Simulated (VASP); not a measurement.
A convergence study with VASP on ZnS (zinc blende): one setting is varied, all else stays as given below, so the limit is that of these other settings.

```xyz
2
Lattice="0.0000 2.7050 2.7050 2.7050 0.0000 2.7050 2.7050 2.7050 0.0000" Properties=species:S:1:pos:R:3 pbc="T T T"
Zn     0.0000     0.0000     0.0000
S      1.3525     1.3525     1.3525
```

All values below come from PBE GGA, VASP's PBE PAW potentials (set 64) (plane waves; VASP). The tightest run used: 550 eV cut-off, 17×17×17 Γ-centred mesh, tetrahedra with Blöchl corrections, potentials Zn S.

The reference is 17×17×17 mesh, which took about 60 core-seconds. The timings are rough (shared machines, no repeats); factors under 2 mean little.

**Question.** Of the settings 3×3×3 mesh; 4×4×4 mesh; 5×5×5 mesh; 6×6×6 mesh; 7×7×7 mesh; 8×8×8 mesh; 9×9×9 mesh; 10×10×10 mesh; 11×11×11 mesh; 12×12×12 mesh; 13×13×13 mesh; 14×14×14 mesh; 15×15×15 mesh; 16×16×16 mesh; 17×17×17 mesh, which is the lowest that keeps the difference from the reference in the stress, largest component (GPa) within 0.2 from there on, and what does it cost?

**Answer.** 5×5×5 mesh; its cost over the reference is about 1/6.
```json
[
 {"setting": "3×3×3 mesh", "difference in the stress, largest component (GPa)": "1.27", "cost over the reference": "about 1/10"},
 {"setting": "4×4×4 mesh", "difference in the stress, largest component (GPa)": "0.30", "cost over the reference": "about 1/9"},
 {"setting": "5×5×5 mesh", "difference in the stress, largest component (GPa)": "0.08", "cost over the reference": "about 1/6"},
 {"setting": "6×6×6 mesh", "difference in the stress, largest component (GPa)": "0.01", "cost over the reference": "about 1/6"},
 {"setting": "7×7×7 mesh", "difference in the stress, largest component (GPa)": "0.00", "cost over the reference": "about 1/6"},
 {"setting": "8×8×8 mesh", "difference in the stress, largest component (GPa)": "0.00", "cost over the reference": "about 1/4"},
 {"setting": "9×9×9 mesh", "difference in the stress, largest component (GPa)": "0.00", "cost over the reference": "about 1/4"},
 {"setting": "10×10×10 mesh", "difference in the stress, largest component (GPa)": "0.00", "cost over the reference": "within a factor of 2"},
 {"setting": "11×11×11 mesh", "difference in the stress, largest component (GPa)": "0.00", "cost over the reference": "about 1/2"},
 {"setting": "12×12×12 mesh", "difference in the stress, largest component (GPa)": "0.00", "cost over the reference": "about 1/2"},
 {"setting": "13×13×13 mesh", "difference in the stress, largest component (GPa)": "0.00", "cost over the reference": "within a factor of 2"},
 {"setting": "14×14×14 mesh", "difference in the stress, largest component (GPa)": "0.00", "cost over the reference": "within a factor of 2"},
 {"setting": "15×15×15 mesh", "difference in the stress, largest component (GPa)": "0.00", "cost over the reference": "within a factor of 2"},
 {"setting": "16×16×16 mesh", "difference in the stress, largest component (GPa)": "0.00", "cost over the reference": "within a factor of 2"},
 {"setting": "17×17×17 mesh", "difference in the stress, largest component (GPa)": "0.00", "cost over the reference": "reference"}
]
```

Left out are rungs that failed or repeat a setting and relaxations that didn't move; long series are thinned to 24 rows.

The compound is ZnS in the zinc blende structure. The cell was not relaxed at this level.
